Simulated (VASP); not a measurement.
Computed with PBE GGA, VASP's PBE PAW potentials (set 64) (plane waves; VASP).

Input for VASP

File KPOINTS:
```
Automatic
0
Gamma
  12 12 10
0 0 0
```

**POSCAR**
```
CuAu
1
    2.8379164734     0.0000000000    -0.0000000000
    0.0000000000     2.8379164734    -0.0000000000
   -0.0000000000    -0.0000000000     3.7207261260
Cu Au
1 1
Direct
  0.0000000000   0.0000000000   0.0000000000
  0.5000000000   0.5000000000   0.5000000000
```

INCAR:
```
# general
SYSTEM  = CuAu
PREC    = Accurate
ENCUT   = 480   # plane-wave cut-off (eV)
LREAL   = F   # projection in real space or not
LASPH   = T   # aspherical one-centre terms

# electronic loop
EDIFF   = 1E-7   # SCF stop (eV)
NELM    = 100
ALGO    = Normal   # blocked Davidson
LMAXMIX = 6   # l cut-off of mixed one-centre charges

# smearing
ISMEAR  = 1   # Methfessel-Paxton
SIGMA   = 0.1   # width (eV)

# functional
GGA     = PE

# ions
ISIF    = 2   # forces and stress, cell fixed

# output
LWAVE   = F
LCHARG  = F
```

POTCAR, in this order: Cu Au (PBE.64 set). Program: vasp_std.

What VASP printed:

File OSZICAR:
```
       N       E                     dE             d eps       ncg     rms          rms(c)
DAV:   1     0.126482342879E+03    0.12648E+03   -0.10971E+04  5263   0.197E+03
DAV:   2    -0.364023989758E+01   -0.13012E+03   -0.12417E+03  5187   0.321E+02
DAV:   3    -0.798023237515E+01   -0.43400E+01   -0.42843E+01  6295   0.692E+01
DAV:   4    -0.802640388650E+01   -0.46172E-01   -0.46157E-01  5689   0.613E+00
DAV:   5    -0.802782408077E+01   -0.14202E-02   -0.14202E-02  7622   0.118E+00    0.110E+01
DAV:   6    -0.753370931910E+01    0.49411E+00   -0.86210E+00  5214   0.851E+01    0.546E+00
DAV:   7    -0.712073603154E+01    0.41297E+00   -0.31221E+00  6222   0.903E+01    0.549E+00
DAV:   8    -0.707099315095E+01    0.49743E-01   -0.23402E-01  7110   0.124E+01    0.278E+00
DAV:   9    -0.706326979333E+01    0.77234E-02   -0.32429E-02  7682   0.494E+00    0.216E-01
DAV:  10    -0.706259938734E+01    0.67041E-03   -0.54908E-03  7585   0.146E+00    0.967E-02
DAV:  11    -0.706260292545E+01   -0.35381E-05   -0.18457E-04  7640   0.392E-01    0.382E-02
DAV:  12    -0.706259422350E+01    0.87019E-05   -0.27206E-05  7067   0.174E-01    0.298E-03
DAV:  13    -0.706259410589E+01    0.11761E-06   -0.80895E-07  5894   0.975E-03    0.160E-03
DAV:  14    -0.706259414386E+01   -0.37969E-07   -0.97849E-08  3395   0.839E-03
   1 F= -.70625941E+01 E0= -.70626564E+01  d E =0.186662E-03
```

### OUTCAR
```
------------------------ aborting loop because EDIFF is reached ----------------------------------------
  FORCE on cell =-STRESS in cart. coord.  units (eV):
  Direction    XX          YY          ZZ          XY          YZ          ZX
  --------------------------------------------------------------------------------------
  Total        0.1763438      0.1763438     -0.2205315      0.0000000      0.0000000      0.0000000
  in kB        9.4285288      9.4285288    -11.7910977      0.0000000      0.0000000      0.0000000
  external PRESSURE =       2.3553200 kB  Pullay stress =       0.0000000 kB
  volume of cell :       29.97
      direct lattice vectors                 reciprocal lattice vectors
     2.837916473  0.000000000  0.000000000     0.352371188  0.000000000  0.000000000
     0.000000000  2.837916473  0.000000000     0.000000000  0.352371188  0.000000000
     0.000000000  0.000000000  3.720726126     0.000000000  0.000000000  0.268764743
 POSITION                                       TOTAL-FORCE (eV/Angst)
 -----------------------------------------------------------------------------------
      0.00000      0.00000      0.00000         0.000000      0.000000      0.000000
      1.41896      1.41896      1.86036         0.000000      0.000000      0.000000
 -----------------------------------------------------------------------------------
    total drift:                               -0.000000      0.000000      0.000000
  FREE ENERGIE OF THE ION-ELECTRON SYSTEM (eV)
  ---------------------------------------------------
  free  energy   TOTEN  =        -7.0625941439 eV

  energy  without entropy=       -7.0627808062  energy(sigma->0) =       -7.06265636
```
(Selected blocks of OUTCAR.)

The compound is CuAu in the L1_0 structure. It was relaxed first.
